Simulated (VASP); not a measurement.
# Quasiparticle energies of GaP in VASP

Aim: the quasiparticle gap of GaP, and what it costs to get it. The cell is of the zinc-blende type, one of the forms listed for this formula. The start is a cell from a database of measured crystal structures.

Main program and level: VASP 6.6.1; PBE; plane waves and PAW (Ga_d_GW, P_GW), in the first sound run; inputs show where later runs differ.

### Step 1. Starting point

The structure is cubic, space group F-43m (No. 216). The conventional cell has a = 5.451 Å, b = 5.451 Å, c = 5.451 Å, α = 90.00°, β = 90.00°, γ = 90.00°. Ga has 4 P at 2.36 Å nearest. P has 4 Ga at 2.36 Å nearest. Farther neighbours are not listed.

Structure file:

```
Ga P
1.0
     0.00000    2.72525    2.72525
     2.72525    0.00000    2.72525
     2.72525    2.72525    0.00000
Ga P
1 1
Cartesian
  0.0000 0.0000 0.0000
  4.0879 4.0879 4.0879
```

### Step 2. Ground state

The orbitals come from a self-consistent PBE run with a tight EDIFF and a narrow smearing. KPOINTS_OPT adds the bands along a path, which shows whether the mesh holds the band edges.

File INCAR:

```
SYSTEM = GaP
PREC = Accurate
ENCUT = 430
EDIFF = 1E-08
NELM = 100
ISMEAR = 0
SIGMA = 0.01
LREAL = .FALSE.
ALGO = Normal
GGA = PE
NBANDS = 15
LORBIT = 11
LWAVE = .TRUE.
LCHARG = .FALSE.
KPAR = 8
```

File POSCAR:

```
GaP
1.0
    0.0000000000      2.7252500000      2.7252500000
    2.7252500000      0.0000000000      2.7252500000
    2.7252500000      2.7252500000      0.0000000000
Ga P
1 1
Direct
    0.0000000000      0.0000000000      0.0000000000
    0.7500000000      0.7500000000      0.7500000000
```

File KPOINTS:

```
Automatic mesh
0
Gamma
4 4 4
0 0 0
```

File KPOINTS_OPT:

```
Line mode
12
Line-mode
Reciprocal
  0.00000000   0.00000000   0.00000000 GAMMA
  0.50000000   0.00000000   0.50000000 X

  0.50000000   0.00000000   0.50000000 X
  0.50000000   0.25000000   0.75000000 W

  0.50000000   0.25000000   0.75000000 W
  0.37500000   0.37500000   0.75000000 K

  0.37500000   0.37500000   0.75000000 K
  0.00000000   0.00000000   0.00000000 GAMMA

  0.00000000   0.00000000   0.00000000 GAMMA
  0.50000000   0.50000000   0.50000000 L

  0.50000000   0.50000000   0.50000000 L
  0.62500000   0.25000000   0.62500000 U

  0.62500000   0.25000000   0.62500000 U
  0.50000000   0.25000000   0.75000000 W

  0.50000000   0.25000000   0.75000000 W
  0.50000000   0.50000000   0.50000000 L

  0.50000000   0.50000000   0.50000000 L
  0.37500000   0.37500000   0.75000000 K

  0.62500000   0.25000000   0.62500000 U
  0.50000000   0.00000000   0.50000000 X
```

The projector-augmented-wave data sets are Ga_d_GW and P_GW (PBE family, release 64).

The run is started by

```bash
$ mpirun -np 8 vasp_std
```

The log of the run:

```text
[banner, memory and clock lines left out]
running    8 mpi-ranks, on    1 nodes
 distrk:  each k-point on    1 cores,    8 groups
 distr:  one band on    1 cores,    1 groups

 POSCAR found type information on POSCAR GaP
 POSCAR found :  2 types and       2 ions
|                                                                             |
|           W    W    AA    RRRRR   N    N  II  N    N   GGGG   !!!           |
|           W    W   A  A   R    R  NN   N  II  NN   N  G    G  !!!           |
|           W    W  A    A  R    R  N N  N  II  N N  N  G       !!!           |
|           W WW W  AAAAAA  RRRRR   N  N N  II  N  N N  G  GGG   !            |
|           WW  WW  A    A  R   R   N   NN  II  N   NN  G    G                |
|           W    W  A    A  R    R  N    N  II  N    N   GGGG   !!!           |
|                                                                             |
|     For optimal performance we recommend to set                             |
|       NCORE = 2 up to number-of-cores-per-socket                            |
|     NCORE specifies how many cores store one orbital (NPAR=cpu/NCORE).      |
|     This setting can greatly improve the performance of VASP for DFT.       |
|     The default, NCORE=1 might be grossly inefficient on modern             |
|     multi-core architectures or massively parallel machines. Do your        |
|     Unfortunately you need to use the default for GW and RPA                |
|     calculations (for HF NCORE is supported but not extensively tested      |
|     yet).                                                                   |
|                                                                             |

 LDA part: xc-table for (Slater+PW92), standard interpolation
 POSCAR, INCAR and KPOINTS ok, starting setup
 FFT: planning ... GRIDC
 FFT: planning ... GRID_SOFT
 FFT: planning ... GRID
 WAVECAR not read
 entering main loop
       N       E                     dE             d eps       ncg     rms          rms(c)
DAV:   1     0.115664725068E+03    0.11566E+03   -0.96478E+03   272   0.136E+03
DAV:   2    -0.624214581991E+00   -0.11629E+03   -0.11224E+03   275   0.320E+02
DAV:   3    -0.896041914437E+01   -0.83362E+01   -0.82920E+01   317   0.112E+02
DAV:   4    -0.926148722191E+01   -0.30107E+00   -0.30093E+00   382   0.216E+01
DAV:   5    -0.926631973184E+01   -0.48325E-02   -0.48324E-02   325   0.184E+00    0.487E+00
DAV:   6    -0.898724743575E+01    0.27907E+00   -0.48909E-01   367   0.147E+01    0.276E+00
DAV:   7    -0.895368163791E+01    0.33566E-01   -0.11284E-01   339   0.295E+00    0.102E+00
DAV:   8    -0.895444655529E+01   -0.76492E-03   -0.90218E-03   256   0.741E-01    0.154E-01
DAV:   9    -0.895494960189E+01   -0.50305E-03   -0.12180E-03   369   0.352E-01    0.520E-02
DAV:  10    -0.895513785488E+01   -0.18825E-03   -0.20515E-04   255   0.115E-01    0.146E-02
DAV:  11    -0.895515047900E+01   -0.12624E-04   -0.24647E-05   409   0.464E-02    0.315E-03
DAV:  12    -0.895515131595E+01   -0.83695E-06   -0.17425E-06   255   0.945E-03    0.679E-04
DAV:  13    -0.895515124044E+01    0.75513E-07   -0.81912E-08   377   0.226E-03    0.113E-04
DAV:  14    -0.895515123676E+01    0.36803E-08   -0.80166E-09   255   0.855E-04
   1 F= -.89551512E+01 E0= -.89551512E+01  d E =-.121894E-47
 Start KPOINTS_OPT (optional k-point list driver)
k-point batch [1-8\120]
       N       E                     dE             ncg
DAV:   1     0.256033009419E+03   -0.13573E+04      264
DAV:   2    -0.702193906268E+03   -0.95823E+03      254
DAV:   3    -0.784908930837E+03   -0.82715E+02      338
DAV:   4    -0.787581353960E+03   -0.26724E+01      292
DAV:   5    -0.787726837639E+03   -0.14548E+00      395
DAV:   6    -0.787729270255E+03   -0.24326E-02      357
DAV:   7    -0.787729380685E+03   -0.11043E-03      400
DAV:   8    -0.787729381443E+03   -0.75728E-06      334
DAV:   9    -0.787729381459E+03   -0.16894E-07      336
DAV:  10    -0.787729381459E+03    0.41382E-10      246
[...]
k-point batch [113-120\120]
       N       E                     dE             ncg
DAV:   1     0.398960065229E+02   -0.49176E+04      280
DAV:   2    -0.817143012549E+03   -0.85704E+03      254
DAV:   3    -0.878181884340E+03   -0.61039E+02      345
DAV:   4    -0.880624193333E+03   -0.24423E+01      451
DAV:   5    -0.880630961086E+03   -0.67678E-02      303
DAV:   6    -0.880631182124E+03   -0.22104E-03      402
DAV:   7    -0.880631186155E+03   -0.40316E-05      365
DAV:   8    -0.880631186305E+03   -0.14913E-06      394
DAV:   9    -0.880631186308E+03   -0.36615E-08      263
 writing wavefunctions
```

Wall time 5.4 s (8 MPI ranks of Intel Xeon 6975P-C (Granite Rapids), shared host); peak memory 1.2 GiB.

Lines that name or quote the potential files are left out of all logs, and their timing lines are given in words.

From OUTCAR (step 2):

```text
ion  position               nearest neighbor table
   1  0.000  0.000  0.000-   2 2.36   2 2.36   2 2.36   2 2.36
   2  0.750  0.750  0.750-   1 2.36   1 2.36   1 2.36   1 2.36

  LATTYP: Found a face centered cubic cell.
 ALAT       =     5.4505000000

 Subroutine GETGRP returns: Found 24 space group operations
 (whereof 24 operations were pure point group operations)

The static configuration has the point symmetry T_d .

 Found      8 irreducible k-points:

   k-points           NKPTS =      8   k-points in BZ     NKDIM =      8   number of bands    NBANDS=     15

   dimension x,y,z NGX =    28 NGY =   28 NGZ =   28
   dimension x,y,z NGXF=    56 NGYF=   56 NGZF=   56

   ENCUT  =  430.0 eV  31.60 Ry    5.62 a.u.   6.52  6.52  6.52*2*pi/ulx,y,z

   NELECT =      18.0000    total number of electrons

 k-points in reciprocal lattice and weights: Automatic mesh
   0.00000000  0.00000000  0.00000000       0.016
   0.25000000  0.00000000  0.00000000       0.125
   0.50000000  0.00000000  0.00000000       0.062
   0.25000000  0.25000000  0.00000000       0.094
   0.50000000  0.25000000  0.00000000       0.375
  -0.25000000  0.25000000  0.00000000       0.188
   0.50000000  0.50000000  0.00000000       0.047
  -0.25000000  0.50000000  0.25000000       0.094

 average (electrostatic) potential at core
       1 -65.6692       2 -74.7321

 E-fermi :   4.5062

 k-point     1 :       0.0000    0.0000    0.0000
  band No.  band energies     occupation
    ...
      5     -10.0914      2.00000
      6      -8.0963      2.00000
      7       4.4052      2.00000
      8       4.4052      2.00000
      9       4.4052      2.00000
     10       6.2183      0.00000
     11       8.2588      0.00000
     12       8.2588      0.00000
     13       8.2588      0.00000
     14      13.2092      0.00000
    ...

 k-point     2 :       0.2500    0.0000    0.0000
  band No.  band energies     occupation
    ...
      5     -10.0900      2.00000
      6      -7.3204      2.00000
      7       0.5160      2.00000
      8       3.7384      2.00000
      9       3.7384      2.00000
     10       6.5414      0.00000
     11       9.1168      0.00000
     12       9.1168      0.00000
     13      10.7465      0.00000
     14      13.3261      0.00000
    ...

 k-point     3 :       0.5000    0.0000    0.0000
  band No.  band energies     occupation
    ...
      5     -10.0839      2.00000
      6      -6.0267      2.00000
      7      -2.2488      2.00000
      8       3.2811      2.00000
      9       3.2811      2.00000
     10       6.0580      0.00000
     11       9.0900      0.00000
     12       9.0900      0.00000
     13      12.6742      0.00000
     14      15.2939      0.00000
    ...

  Total        0.7241896      0.7241896      0.7241896     -0.0000000      0.0000000     -0.0000000
  in kB       28.6624824     28.6624824     28.6624824     -0.0000000      0.0000000     -0.0000000
  external PRESSURE =      28.6624824 kB  Pullay stress =       0.0000000 kB

  energy-cutoff  :      430.00
  volume of cell :       40.48
      direct lattice vectors                 reciprocal lattice vectors
     0.000000000  2.725250000  2.725250000    -0.183469406  0.183469406  0.183469406
     2.725250000  0.000000000  2.725250000     0.183469406 -0.183469406  0.183469406
     2.725250000  2.725250000  0.000000000     0.183469406  0.183469406 -0.183469406

 POSITION                                       TOTAL-FORCE (eV/Angst)
 -----------------------------------------------------------------------------------
      0.00000      0.00000      0.00000        -0.000000     -0.000000     -0.000000
      4.08788      4.08788      4.08788         0.000000      0.000000      0.000000
 -----------------------------------------------------------------------------------
    total drift:                               -0.000011     -0.000011     -0.000011

  FREE ENERGIE OF THE ION-ELECTRON SYSTEM (eV)
  ---------------------------------------------------
  free  energy   TOTEN  =        -8.9551512368 eV

  energy  without entropy=       -8.9551512368  energy(sigma->0) =       -8.95515124

 total charge
# of ion       s       p       d       tot
------------------------------------------
    1        0.842   0.857   9.966  11.665
    2        1.109   1.750   0.045   2.904
--------------------------------------------------
tot          1.951   2.607  10.011  14.569

[... 3 further parts left out ...]
```

Numbers from this step:

```yaml
free_energy_toten: -8.955 eV
fermi_energy: 4.506 eV
pressure: 2.866 GPa
least_gap_on_mesh_and_path: 1.570 eV
least_direct_gap_on_mesh_and_path: 1.813 eV
```

The highest empty bands on the path are converged less tightly, to about 0.1 eV. Electronic bands along the path, in eV, zero at the valence-band top; v1 is the highest filled band, c1 the lowest empty one:

| point | v3 | v2 | v1 | c1 | c2 | c3 | c4 |
| --- | --- | --- | --- | --- | --- | --- | --- |
| Γ | 0.00 | 0.00 | 0.00 | 1.81 | 3.85 | 3.85 | 3.85 |
| 0.45 of the way | -3.30 | -1.52 | -1.52 | 2.31 | 3.85 | 6.34 | 6.34 |
| X | -6.78 | -2.70 | -2.70 | 1.62 | 1.80 | 10.56 | 10.56 |
| 0.45 of the way | -6.70 | -3.11 | -3.05 | 2.57 | 2.75 | 8.73 | 8.84 |
| W | -6.57 | -3.59 | -3.44 | 4.69 | 4.85 | 6.07 | 6.13 |
| 0.45 of the way | -6.56 | -3.82 | -2.89 | 3.31 | 4.85 | 6.83 | 7.20 |
| K | -6.57 | -3.95 | -2.27 | 2.16 | 4.78 | 8.21 | 8.25 |
| 0.45 of the way | -4.61 | -2.74 | -0.80 | 3.28 | 5.18 | 5.19 | 5.88 |
| Γ | 0.00 | 0.00 | 0.00 | 1.81 | 3.85 | 3.85 | 3.85 |
| 0.45 of the way | -3.49 | -0.59 | -0.59 | 2.21 | 4.65 | 4.65 | 5.97 |
| L | -6.65 | -1.12 | -1.12 | 1.65 | 4.68 | 4.68 | 8.27 |
| 0.45 of the way | -6.50 | -2.77 | -1.55 | 2.76 | 4.71 | 5.73 | 7.97 |
| U | -6.57 | -3.95 | -2.27 | 2.16 | 4.78 | 8.21 | 8.25 |
| 0.45 of the way | -6.56 | -3.86 | -2.74 | 3.00 | 4.83 | 7.08 | 7.47 |
| W | -6.57 | -3.59 | -3.44 | 4.69 | 4.85 | 6.07 | 6.13 |
| 0.55 of the way | -6.46 | -3.01 | -1.81 | 3.29 | 4.26 | 6.23 | 7.95 |
| L | -6.65 | -1.12 | -1.12 | 1.65 | 4.68 | 4.68 | 8.27 |
| 0.55 of the way | -6.45 | -3.17 | -1.69 | 2.73 | 5.06 | 6.13 | 7.60 |
| K | -6.57 | -3.95 | -2.27 | 2.16 | 4.78 | 8.21 | 8.25 |
| jump to U | -6.57 | -3.95 | -2.27 | 2.16 | 4.78 | 8.21 | 8.25 |
| 0.45 of the way | -6.72 | -3.33 | -2.56 | 1.84 | 2.89 | 9.38 | 9.51 |
| X | -6.78 | -2.70 | -2.70 | 1.62 | 1.80 | 10.56 | 10.56 |

Of the projections kept (Ga, P), the largest for each band there; the rest of the weight can lie on other orbitals:

| point | v3 | v2 | v1 | c1 | c2 | c3 | c4 |
| --- | --- | --- | --- | --- | --- | --- | --- |
| Γ | P 0.75 | P 0.75 | P 0.75 | P 0.53 | Ga 0.73 | Ga 0.73 | Ga 0.73 |
| X | Ga 0.73 | P 0.62 | P 0.62 | Ga 0.58 | Ga 0.59 | Ga 0.52 | Ga 0.52 |
| W | Ga 0.74 | P 0.63 | P 0.56 | P 0.75 | P 0.60 | Ga 0.64 | Ga 0.63 |
| K | Ga 0.72 | P 0.59 | P 0.63 | Ga 0.58 | P 0.60 | P 0.52 | P 0.59 |
| Γ | P 0.75 | P 0.75 | P 0.75 | P 0.53 | Ga 0.73 | Ga 0.73 | Ga 0.73 |
| L | Ga 0.60 | P 0.67 | P 0.67 | Ga 0.57 | Ga 0.62 | Ga 0.62 | P 0.65 |

The electronic bands as a text plot (rows in eV, shown from -6.8 to 3.9 only):

```
    3.6 |+++ +      +             +                 +
    3.2 |     +     +  +   ++++                      +
    2.7 | +++  +          +    ++           ++  +     +   ++   +
    2.3 |+      +  +    ++       + +++     +  ++       +    ++
    1.9 |    +++ ++               +   +++++             ++    +++
    1.4 |       ++
    1.0 |
    0.5 |
    0.1 |*                      ****
   -0.4 |**                   ****  **
   -0.8 | **                 * *      **
   -1.2 |   *              **   *  *    ****           ****
   -1.7 |  * *            *         *       **       *** * *
   -2.1 |     *          *    **           *  **            **
   -2.6 |   *  ****     *    *       *      *   *   * *   *   ***
   -3.0 |          *   *                         * * *     *   *
   -3.5 |           ***    **                *    * *
   -3.9 |    *         ****   *               **** *        ***
   -4.3 |                             *
   -4.8 |     *              *         *
   -5.2 |                   *
   -5.7 |      *           *
   -6.1 |       *         *             *
   -6.6 |        *********               ************************
         Γ       X    W  K        Γ      L     U  W     L   K|U X
```

The cell has a gap of 1.57 eV on mesh and path and a pressure of +2.9 GPa, which holds the misfit of the given cell and coordinates with this functional, and any error of cutoff, mesh and data sets. Spin-orbit coupling is left out, which can shift or reorder these edges.

### Step 3. Empty bands

The next step needs empty bands that the ground-state run didn't converge, so the Hamiltonian is diagonalised exactly for NBANDS bands, in a single step. LOPTICS writes the k-derivatives of the orbitals (WAVEDER), which give the long-wavelength limit of the screening.

File INCAR:

```
SYSTEM = GaP
PREC = Accurate
ENCUT = 430
ISMEAR = 0
SIGMA = 0.01
LREAL = .FALSE.
GGA = PE
NBANDS = 40
ALGO = Exact
NELM = 1
LWAVE = .TRUE.
LCHARG = .FALSE.
LOPTICS = .TRUE.
NEDOS = 1000
CSHIFT = 0.1
```

POSCAR is that of step 2.

KPOINTS is that of step 2.

The run is started by

```bash
$ mpirun -np 8 vasp_std
```

The log of the run:

```text
[banner, memory and clock lines left out]
running    8 mpi-ranks, on    1 nodes
 distrk:  each k-point on    8 cores,    1 groups
 distr:  one band on    1 cores,    8 groups

 POSCAR found type information on POSCAR GaP
 POSCAR found :  2 types and       2 ions
 [... a notice as in an earlier step ...]

 LDA part: xc-table for (Slater+PW92), standard interpolation
 found WAVECAR, reading the header
  number of bands has changed, file:    15 present:    40
  trying to continue reading WAVECAR, but it might fail
 POSCAR, INCAR and KPOINTS ok, starting setup
 FFT: planning ... GRIDC
 FFT: planning ... GRID_SOFT
 FFT: planning ... GRID
 reading WAVECAR
 random initialization beyond band           15
 the WAVECAR file was read successfully
 initial charge from wavefunction
 entering main loop
       N       E                     dE             d eps       ncg     rms          rms(c)
DIA:   1    -0.895515124016E+01   -0.89552E+01    0.00000E+00     0   0.000E+00
   1 F= -.89551512E+01 E0= -.89551512E+01  d E =-.483624E-31
 writing wavefunctions
 optical routines
 imaginary and real dielectric function
 recalculating local potential from charge density
 direction            1
 direction            2
 direction            3
```

Wall time 3.2 s (8 MPI ranks); peak memory 1 GiB; 20 s of CPU time.

From OUTCAR (step 3):

```text
The static configuration has the point symmetry T_d .

 Found      8 irreducible k-points:

   k-points           NKPTS =      8   k-points in BZ     NKDIM =      8   number of bands    NBANDS=     40

   NELECT =      18.0000    total number of electrons

 E-fermi :   4.4851

 k-point     2 :       0.2500    0.0000    0.0000
  band No.  band energies     occupation
    ...
      5     -10.0901      2.00000
      6      -7.3204      2.00000
      7       0.5160      2.00000
      8       3.7384      2.00000
      9       3.7384      2.00000
     10       6.5414      0.00000
     11       9.1167      0.00000
     12       9.1168      0.00000
     13      10.7465      0.00000
     14      13.3261      0.00000
    ...

 k-point     3 :       0.5000    0.0000    0.0000
  band No.  band energies     occupation
    ...
      5     -10.0840      2.00000
      6      -6.0267      2.00000
      7      -2.2488      2.00000
      8       3.2811      2.00000
      9       3.2811      2.00000
     10       6.0580      0.00000
     11       9.0900      0.00000
     12       9.0900      0.00000
     13      12.6742      0.00000
     14      15.2939      0.00000
    ...

  Total        0.7265392      0.7265392      0.7265392      0.0000000      0.0000000      0.0000000
  in kB       28.7554789     28.7554789     28.7554789      0.0000000      0.0000000      0.0000000
  external PRESSURE =      28.7554789 kB  Pullay stress =       0.0000000 kB

 POSITION                                       TOTAL-FORCE (eV/Angst)
 -----------------------------------------------------------------------------------
      0.00000      0.00000      0.00000         0.000000      0.000000      0.000000
      4.08788      4.08788      4.08788        -0.000000     -0.000000     -0.000000
 -----------------------------------------------------------------------------------
    total drift:                               -0.000011     -0.000011     -0.000011

  FREE ENERGIE OF THE ION-ELECTRON SYSTEM (eV)
  ---------------------------------------------------
  free  energy   TOTEN  =        -8.9551512402 eV

  energy  without entropy=       -8.9551512402  energy(sigma->0) =       -8.95515124

 plasma frequency squared (from intraband transitions) (eV^2)
  --------------------------------------------------------------------------------------
       0.000      -0.000      -0.000
      -0.000       0.000       0.000
      -0.000       0.000       0.000

[... 10 parts as in an earlier step ...]

[... 2 further parts left out ...]
```

The gap is read on the k-mesh alone, so it is an upper bound where the band edges lie off the mesh.

A gap read on the k-mesh alone can miss the band edges.

This step gave:

```yaml
gap_on_the_k_mesh: 1.625 eV
least_direct_gap_on_the_k_mesh: 1.813 eV
```

WAVECAR now holds 40 bands for 18 electrons. Its independent-particle dielectric tensor has xx, yy, zz = 19.7, 19.7, 19.7 on this mesh, which isn't tested for convergence in mesh or bands and lacks local fields.

[end of part 1 of 4]

[Lines on the potential files, build, host, timing and source positions are cut from VASP's logs without a mark.]

[Logs are printed without paths, hosts, clocks, repeated set-up lines and the standing remarks that a program may print on its own settings, such as how far it seeks lower states.]

[Hosts, paths, dates, database ids (printed as entryN), source tags and the programs' standing remarks are cut or masked in the printed files.]

[Pressures printed for these runs are not shown converged in the cutoff: they can be off by several GPa and have the wrong sign.]
